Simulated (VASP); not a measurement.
Input:

```
CELL_PARAMETERS angstrom
      4.00764     0.00000     0.00000
     -2.00382     3.47072     0.00000
      0.00000     0.00000     3.89517
ATOMIC_POSITIONS crystal
  Gd 0.00000 0.00000 0.50000
  Ni 0.33333 0.66667 0.00000
  As 0.66667 0.33333 0.00000
```

All values below come from PBEsol GGA with spin-orbit coupling, VASP's PBE PAW potentials (set 64) (plane waves; VASP 6.6.1). Run with 400 eV cut-off, 8×8×7 Γ-centred mesh, Gaussian smearing of 0.050 eV, potentials Gd_3 Ni As.

The 4f electrons are frozen in the core of the lanthanide potential, so 4f levels, which can set the real gap, and their magnetism are missing.

Question: Give the energies of bands 15 to 28 at the high-symmetry points, in eV from the Fermi level.

Answer: 
```csv
band,Γ,M,K,A,L,H
15,-1.70,-2.52,-2.26,-2.03,-1.89,-2.08
16,-1.70,-2.52,-2.10,-2.03,-1.89,-2.06
17,-1.62,-1.90,-2.09,-1.96,-1.72,-1.99
18,-1.62,-1.90,-2.07,-1.96,-1.72,-1.92
19,-0.91,-1.84,-1.61,-1.22,-1.67,-1.64
20,-0.91,-1.84,-1.61,-1.22,-1.67,-1.50
21,-0.10,-0.84,-1.39,1.54,-1.25,-1.31
22,-0.10,-0.84,-1.28,1.54,-1.25,-1.28
23,-0.01,-0.30,0.39,1.59,-0.80,-0.90
24,-0.01,-0.30,0.44,1.59,-0.80,-0.84
25,0.32,0.46,1.13,1.89,-0.37,-0.05
26,0.32,0.46,1.20,1.89,-0.37,0.09
27,1.84,3.62,2.47,1.96,3.56,4.07
28,1.84,3.62,2.59,1.96,3.56,4.24
```

It has no gap at this level: it comes out as a metal or semimetal.

The structure comes from a computed database's GdNiAs entry (P-6m2); how it stands against other phases isn't given here. It was relaxed first.
